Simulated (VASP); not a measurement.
Input:

```xyz
4
Lattice="1.2558 -2.1752 0.0000 1.2558 2.1752 0.0000 0.0000 0.0000 7.6661" Properties=species:S:1:pos:R:3 pbc="T T T"
B      1.2558     0.7251     1.9165
B      1.2558    -0.7251     5.7496
N      1.2558    -0.7251     1.9165
N      1.2558     0.7251     5.7496
```

Level of theory: PW91 GGA, VASP's PBE PAW potentials (set 64) (plane waves; VASP). Settings: 520 eV cut-off, Gaussian smearing of 0.050 eV, potentials B N.

Without a dispersion term in the relaxation, distances and binding between the weakly bound layers, chains or molecules are unreliable, and so is what depends on them.

Q: Give the energies of bands 3 to 11 at the high-symmetry points, in eV from the valence-band maximum.

A: 
```tsv
band	Γ	M	K	A	L	H
3	-5.67	-8.85	-7.88	-5.21	-8.84	-7.85
4	-4.67	-8.83	-7.83	-5.21	-8.84	-7.85
5	-1.37	-4.13	-7.14	-1.36	-4.12	-7.14
6	-1.37	-4.12	-7.14	-1.36	-4.12	-7.14
7	-1.36	-1.11	-0.01	-1.36	-0.90	0.00
8	-1.36	-0.69	-0.01	-1.36	-0.90	0.00
9	4.63	4.48	4.70	6.26	4.76	4.66
10	8.65	5.17	4.70	6.26	4.76	4.66
11	11.00	9.42	11.22	11.53	9.75	12.09
```

The gap is indirect, 4.48 eV, from the valence maximum at M-K at 0.89 to the conduction minimum at M.

The compound is BN in the hex structure. It was relaxed first, which changed the volume by +16 %.
